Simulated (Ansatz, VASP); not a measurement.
# ZnRe in VASP and in Ansatz

File INCAR:

```
PREC = Accurate
ENCUT = 520
EDIFF = 1E-7
ISMEAR = -1
SIGMA = 0.02
LREAL = F
LASPH = T
NELM = 80
ALGO = Normal
ISIF = 2
LWAVE = F
LCHARG = F
GGA = RE
NBANDS = 16
```

KPOINTS

```
regular mesh
0
Gamma
  8 8 5
```

Contents of POSCAR:

```
ZnRe
1.0
    2.7544339146      0.0114708180     -0.0027354257
   -1.3672835684      2.3604028307     -0.0020465776
   -0.0044725209     -0.0064591986      4.5060048608
Zn Re
1 1
Direct
    0.0077500000      0.0130000000      0.0514000000
    0.3758500000      0.7058400000      0.5251400000
```

Input for Ansatz:

```yaml
crystal:
  lattice:
    - [2.754433914639887, 0.011470817994379314, -0.002735425701009514]
    - [-1.3672835683691973, 2.360402830723301, -0.0020465776230180676]
    - [-0.0044725208542053365, -0.006459198644354583, 4.506004860779008]
  atoms:
    - { symbol: Zn, position: [0.00775, 0.013, 0.0514] }
    - { symbol: Re, position: [0.37585, 0.70584, 0.52514] }
basis:
  ecutwfc: 540.0
  xc_grid: 2
kpoints:
  mp_grid:
    grid: [8, 8, 5]
hamiltonian:
  xc: revpbe
scf:
  convergence:
    dr2_threshold: 1.0e-09
  mixing:
    algorithm: anderson
  occupations:
    method: fermi_dirac
    width: 0.02
output:
  forces: true
  stress: true
```

The cell comes from a database or a generator and needn't be the stable form of this composition.

Alike in both runs: task single point; functional revPBE; k mesh 8 × 8 × 5; occupations fermi-dirac, width 0.02 eV; no spin polarisation.

|  | VASP | Ansatz |
| --- | --- | --- |
| version | VASP 6.6.1 | Ansatz 0.2.0 |
| potentials or method | VASP PAW PBE potentials, release 64 (Zn, Re) | plane waves, PAW |
| plane-wave cutoff (eV) | 520 | 540 |
| valence electrons in the cell | 19 | 27 |

VASP gave:

- pressure (GPa): 3.1
- largest component of the traceless stress (GPa): 1.45
- rms of the force components (eV/Å): 0.679

Q: Estimate Ansatz's values.

A: Pressure (GPa): 3.1; largest component of the traceless stress (GPa): 1.71; rms of the force components (eV/Å): 0.673.

Atom by atom the forces differ by 0.006 eV/Å (rms over components). With one functional, cell and mesh, what is left measures potentials, basis and numerics. The two sets of potentials don't hold the same shells in valence. Ansatz warned: «stress_scf_threshold_loose».

Caveats: the PAW data sets were made with another functional, which shifts forces and pressure a little (VASP). The runs have no spin-orbit coupling, so splittings on Re are missing.
